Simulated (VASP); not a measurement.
## CuSn3 under changes of volume

One of the cells (24.926 Å³/atom); the others are scaled copies at fixed shape and fractional positions:

```
Sn Cu
1.0
    -2.25474    2.25474    4.90296
     2.25474   -2.25474    4.90296
     2.25474    2.25474   -4.90296
Sn Cu
3 1
Direct
  0.50000 0.50000 0.00000
  0.25000 0.75000 0.50000
  0.75000 0.25000 0.50000
  0.00000 0.00000 0.00000
```

The cell comes from a database or a generator and needn't be the stable form of this composition.

* Program: VASP 6.6.1
* Functional: PBE
* Potentials or basis: VASP PAW PBE potentials, release 64 (Sn_d, Cu)
* Cutoff: 520 eV
* k mesh: 8 × 8 × 8
* Occupations: fermi-dirac, width 0.05 eV
* Spin: no spin polarisation

| volume (Å³/atom) | energy over the lowest point (meV/atom) | pressure (GPa) |
| --- | --- | --- |
| 22.971 | ? | ? |
| 23.460 | 2.07 | 1.2 |
| 23.948 | 0.00 | 0.0 |
| 24.926 | 5.64 | -1.9 |
| 25.415 | 12.66 | -2.8 |
| 25.903 | 22.08 | -3.5 |

Question: What does the run at 22.971 Å³/atom give?

Answer: Energy over the lowest point 7.88 meV/atom; pressure 2.5 GPa.

Worked out: A Birch-Murnaghan fit of order 3 (a polynomial in V^(-2/3)) to the other rows has its minimum at 23.99 Å³/atom with B0 = V·E''(V) = 54 GPa and B' = 4.6 at fixed shape and positions, which overstates the stiffness. It gives 7.93 meV/atom at 22.971 Å³/atom, against the run's 7.88, and -dE/dV = 2.6 GPa, against 2.5.

Energies are extrapolated to zero smearing.
